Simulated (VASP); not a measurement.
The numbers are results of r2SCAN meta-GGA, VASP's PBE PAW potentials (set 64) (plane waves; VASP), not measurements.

A VASP calculation is set up with these files.

**INCAR**
```
# general
SYSTEM   =  Os
PREC     =  Accurate
ENCUT    =  400
LREAL    =  .False.
LASPH    =  .True.

# electronic loop
EDIFF    =  1E-6
NELM     =  100
ALGO     =  Normal
LMAXMIX  =  6
LMIXTAU  =  .True.

# smearing
ISMEAR   =  1
SIGMA    =  0.1

# functional
METAGGA  =  R2SCAN

# ions
IBRION   =  2
NSW      =  60
ISIF     =  3
EDIFFG   =  -0.01

# output
LWAVE    =  .False.
LCHARG   =  .False.
```

File POSCAR:
```
Os
1
    0.0000000000     1.9158790000     1.9158790000
    1.9158790000     0.0000000000     1.9158790000
    1.9158790000     1.9158790000     0.0000000000
Os
1
Direct
  0.0000000000   0.0000000000   0.0000000000
```

**KPOINTS**
```
Automatic mesh
0
Gamma
15 15 15
0 0 0
```

POTCAR, in this order: Os (PBE.64 set). Program: vasp_std.

The run wrote:

### OSZICAR
```
       N       E                     dE             d eps       ncg     rms          rms(c)
DAV:   1    -0.213010860542E+02   -0.21301E+02   -0.39122E+03  2216   0.774E+02
DAV:   2    -0.536331366469E+02   -0.32332E+02   -0.30441E+02  1976   0.205E+02
DAV:   3    -0.541995517206E+02   -0.56642E+00   -0.56383E+00  2752   0.251E+01
DAV:   4    -0.542004424794E+02   -0.89076E-03   -0.89048E-03  2568   0.101E+00
DAV:   5    -0.542004429205E+02   -0.44108E-06   -0.44192E-06  2728   0.134E-02    0.157E+01
DAV:   6    -0.524719767467E+02    0.17285E+01   -0.94436E-01  2224   0.768E+00    0.704E+00
DAV:   7    -0.527177915924E+02   -0.24581E+00   -0.19710E-01  2352   0.546E+00    0.133E+00
DAV:   8    -0.528138776579E+02   -0.96086E-01   -0.52486E-02  2008   0.260E+00    0.740E-01
DAV:   9    -0.528507544478E+02   -0.36877E-01   -0.88467E-03  2344   0.851E-01    0.683E-02
DAV:  10    -0.528605494807E+02   -0.97950E-02   -0.68075E-04  2048   0.211E-01    0.774E-02
DAV:  11    -0.528623329580E+02   -0.17835E-02   -0.19894E-03  2256   0.379E-01    0.379E-02
DAV:  12    -0.528624872496E+02   -0.15429E-03   -0.50052E-05  2104   0.721E-02    0.248E-02
DAV:  13    -0.528627441170E+02   -0.25687E-03   -0.16950E-04  2120   0.112E-01    0.151E-02
DAV:  14    -0.528627533252E+02   -0.92082E-05   -0.11740E-05  2040   0.345E-02    0.238E-03
DAV:  15    -0.528627558647E+02   -0.25395E-05   -0.17704E-06  2160   0.125E-02    0.264E-03
DAV:  16    -0.528627557542E+02    0.11055E-06   -0.30533E-07  1096   0.538E-03
   1 F= -.52862756E+02 E0= -.52862780E+02  d E =-.528628E+02
       N       E                     dE             d eps       ncg     rms          rms(c)
DAV:   1    -0.528635958964E+02   -0.84003E-03   -0.83842E-02  2144   0.263E+00    0.725E-01
DAV:   2    -0.528616337379E+02    0.19622E-02   -0.40870E-03  2384   0.579E-01    0.274E-01
DAV:   3    -0.528612804666E+02    0.35327E-03   -0.10289E-03  2352   0.329E-01    0.394E-02
DAV:   4    -0.528614608165E+02   -0.18035E-03   -0.16320E-04  2096   0.932E-02    0.159E-02
DAV:   5    -0.528614727766E+02   -0.11960E-04   -0.84433E-06  2336   0.273E-02    0.847E-03
DAV:   6    -0.528614673152E+02    0.54614E-05   -0.72649E-06  2592   0.255E-02    0.230E-03
DAV:   7    -0.528614756869E+02   -0.83717E-05   -0.10948E-06  1632   0.112E-02    0.229E-03
DAV:   8    -0.528614739475E+02    0.17394E-05   -0.15347E-07  1008   0.471E-03    0.301E-04
DAV:   9    -0.528614740442E+02   -0.96754E-07   -0.58361E-09  1008   0.107E-03
   2 F= -.52861474E+02 E0= -.52861504E+02  d E =0.128171E-02
       N       E                     dE             d eps       ncg     rms          rms(c)
DAV:   1    -0.528642145188E+02   -0.27406E-02   -0.56486E-02  2120   0.217E+00    0.601E-01
DAV:   2    -0.528629176229E+02    0.12969E-02   -0.26916E-03  2360   0.473E-01    0.225E-01
DAV:   3    -0.528626854951E+02    0.23213E-03   -0.69210E-04  2376   0.270E-01    0.305E-02
DAV:   4    -0.528628162753E+02   -0.13078E-03   -0.10888E-04  2064   0.772E-02    0.142E-02
DAV:   5    -0.528628127446E+02    0.35307E-05   -0.60763E-06  2280   0.231E-02    0.618E-03
DAV:   6    -0.528628249518E+02   -0.12207E-04   -0.51800E-06  2568   0.210E-02    0.174E-03
DAV:   7    -0.528628210191E+02    0.39327E-05   -0.57168E-07  1120   0.822E-03    0.184E-03
DAV:   8    -0.528628223786E+02   -0.13595E-05   -0.82533E-08  1008   0.404E-03    0.351E-04
DAV:   9    -0.528628223287E+02    0.49871E-07   -0.38497E-09   992   0.622E-04
   3 F= -.52862822E+02 E0= -.52862847E+02  d E =-.665746E-04
```

**OUTCAR**
```
------------------------ aborting loop because EDIFF is reached ----------------------------------------
  FORCE on cell =-STRESS in cart. coord.  units (eV):
  Direction    XX          YY          ZZ          XY          YZ          ZX
  --------------------------------------------------------------------------------------
  Total        0.0030286      0.0030286      0.0030286      0.0000000      0.0000000      0.0000000
  in kB        0.3443571      0.3443571      0.3443571      0.0000000      0.0000000      0.0000000
  external PRESSURE =       0.3443571 kB  Pullay stress =       0.0000000 kB
  volume of cell :       14.09
      direct lattice vectors                 reciprocal lattice vectors
    -0.000000000  1.917067441  1.917067441    -0.260815029  0.260815029  0.260815029
     1.917067441  0.000000000  1.917067441     0.260815029 -0.260815029  0.260815029
     1.917067441  1.917067441 -0.000000000     0.260815029  0.260815029 -0.260815029
 POSITION                                       TOTAL-FORCE (eV/Angst)
 -----------------------------------------------------------------------------------
      0.00000      0.00000     -0.00000         0.000000     -0.000000      0.000000
 -----------------------------------------------------------------------------------
    total drift:                               -0.000000     -0.000000     -0.000000
  FREE ENERGIE OF THE ION-ELECTRON SYSTEM (eV)
  ---------------------------------------------------
  free  energy   TOTEN  =       -52.8628223287 eV

  energy  without entropy=      -52.8628977173  energy(sigma->0) =      -52.86284746

 reached required accuracy - stopping structural energy minimisation
```
(Selected blocks of OUTCAR.)

File CONTCAR:
```
Os
   1.00000000000000
    -0.0000000000000000    1.9170674411598669    1.9170674411598669
     1.9170674411598669    0.0000000000000000    1.9170674411598669
     1.9170674411598669    1.9170674411598669   -0.0000000000000000
  Os
     1
Direct
     0.0000000000000000    0.0000000000000000    0.0000000000000000
```

**OUTCAR**
```
 val. band max:        8.9899966769   @ k =  -0.3333   0.4000   0.0667

 cond. band min:       8.9952825174   @ k =   0.0667   0.0000   0.0000


 Fermi energy:         8.9928052518

 k-point     1 :       0.0000    0.0000    0.0000
  band No.  band energies     occupation
      1      -2.2137      2.00000
      2       5.9451      2.00000
      3       5.9451      2.00000
      4       5.9451      2.00000
      5       9.0655      0.06220
      6       9.0655      0.06220
      7      23.9730      0.00000
      8      30.0942      0.00000

 k-point     2 :       0.0667    0.0000    0.0000
  band No.  band energies     occupation
      1      -1.9975      2.00000
      2       5.8128      2.00000
      3       6.0428      2.00000
      4       6.0428      2.00000
      5       8.9953      0.95808
      6       8.9953      0.95808
      7      24.3743      0.00000
      8      29.0377      0.00000

 k-point     3 :       0.1333    0.0000    0.0000
  band No.  band energies     occupation
      1      -1.3838      2.00000
      2       5.4977      2.00000
      3       6.2783      2.00000
      4       6.2783      2.00000
      5       8.8682      2.07078
      6       8.8682      2.07078
      7      25.4079      0.00000
      8      27.2403      0.00000

 k-point     4 :       0.2000    0.0000    0.0000
  band No.  band energies     occupation
      1      -0.4990      2.00000
      2       5.2198      2.00000
      3       6.4589      2.00000
      4       6.4589      2.00000
      5       8.9307      1.85855
      6       8.9307      1.85855
      7      25.1652      0.00000
      8      26.9906      0.00000

 k-point     5 :       0.2667    0.0000    0.0000
  band No.  band energies     occupation
      1       0.3818      2.00000
      2       5.3157      2.00000
      3       6.3900      2.00000
      4       6.3900      2.00000
      5       9.4098     -0.00000
      6       9.4098     -0.00000
      7      23.5406      0.00000
...
```

Unless said otherwise, spin-orbit coupling is left out, though it shifts the bands of the heavy elements here.

The structure was generated: Os was put into the fcc type (Fm-3m), which need not be its known phase. This run relaxes it. Symmetry was kept, so distortions that lower it aren't found.
